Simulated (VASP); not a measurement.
Consider the following.

```yaml
crystal:
  lattice:
    - [0.00000, 3.25944, 3.25944]
    - [3.25944, 0.00000, 3.25944]
    - [3.25944, 3.25944, 0.00000]
  atoms:
    - { symbol: In, position: [0.00000, 0.00000, 0.00000] }
    - { symbol: Sb, position: [0.25000, 0.25000, 0.25000] }
```

Level of theory: PBEsol GGA, VASP's PBE PAW potentials (set 64) (plane waves; VASP). Settings: 520 eV cut-off, Gaussian smearing of 0.050 eV, potentials In_d Sb.

Unless said otherwise, spin-orbit coupling is left out, though it shifts the bands of the heavy elements here.

### Question
Predict the band gap (along the path) with the smallest direct gap where there is one.

### Answer

- band gap (along the path): none (metal, semimetal or under 0.01 eV)

The absolute energy has meaning only against runs of the same code, potentials and settings.

The compound is InSb in the zinc blende structure. It was relaxed first.
